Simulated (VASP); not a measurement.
**Lattice constant a of fcc metals: measurement against PBEsol**

Computed values from VASP (plane waves, PAW); cells keep the symmetry of their structure type. Static lattice, each level at its own minimum.

Here x stands for PBEsol a and y for measured a.

| solid | PBEsol a (Å) | measured a (Å) | cut-off (eV) | basis of the measured value |
|---|---|---|---|---|
| Cu | 3.568 | ? | 520 | 0 K, zero-point corrected |
| Rh | 3.780 | 3.794 | 520 | 0 K, zero-point corrected |
| Ir | 3.835 | 3.831 | 520 | 0 K, zero-point corrected |
| Pd | 3.874 | 3.876 | 520 | 0 K, zero-point corrected |
| Pt | 3.916 | 3.913 | 520 | 0 K, zero-point corrected |
| Al | 4.016 | 4.018 | 520 | 0 K, zero-point corrected |
| Ag | 4.051 | 4.062 | 520 | 0 K, zero-point corrected |
| Sr | 5.915 | 6.045 | 520 | 0 K, zero-point corrected |

**Question.** Fit y against x with a straight line, and predict the withheld value at x = 3.568.

**Answer.** With u = x - 4.2, the rows have u = -0.4200, -0.3650, -0.3260, -0.2840, -0.1840, -0.1490, 1.7150. Means: u -0.0018571, y 4.2199. About the means, the sum of products is 3.7108 and the sum of squares of u is 3.4938; the slope is their ratio. Least squares gives y = 4.2218 + 1.06211·u. Residuals (row less fit): 0.0183, -0.0031, 0.0004, -0.0072, -0.0084, -0.0015, 0.0017; standard error 0.0097 (degrees of freedom: 5). The slope is 1.06 with a standard error of 0.0052. Before the fit, PBEsol less measured has mean -0.0217, mean absolute 0.0237 and median absolute 0.0040 Å over these 7 rows. At the withheld row, u = -0.6320, so y = 4.2218 + 1.06211 × (-0.6320) = 3.5505 Å. The measured value is 3.595 Å, 0.0445 Å above the prediction (1.8 % of the range of y in the table). The row lies outside the fitted rows, so this is an extrapolation. From the scatter of the fitted rows alone, a prediction at this place has a standard error of 0.0109 Å, so the miss is 4.1 times that.

Plain PBEsol misses this row by -0.027 Å. The rows are a random draw of 8 from the 8 solids that have both values on this basis (zero-point corrected by the source), of 8 computed in this series. Not drawn: V to Ni and open 4f shells, rows kept for tests, unfit runs, cells that left their space group, values derived or compiled from fits, values whose temperature is given only as extrapolated, encyclopaedia, home-page and unnamed sources, sources from 2025 on. Measured values as quoted by these papers, many of them computational: Cu Gábor I. Csonka et al., Physical Review B (2009), arXiv:0903.4037; Rh Daniel Mejia-Rodriguez et al., Physical Review B (2018), arXiv:1807.09216; Ir Daniel Mejia-Rodriguez et al., Physical Review B (2018), arXiv:1807.09216; Pd Daniel Mejia-Rodriguez et al., Physical Review B (2018), arXiv:1807.09216; Pt Daniel Mejia-Rodriguez et al., Physical Review B (2018), arXiv:1807.09216; Al Daniel Mejia-Rodriguez et al., Physical Review B (2018), arXiv:1807.09216; Ag Daniel Mejia-Rodriguez et al., Physical Review B (2018), arXiv:1807.09216; Sr Gábor I. Csonka et al., Physical Review B (2009), arXiv:0903.4037.
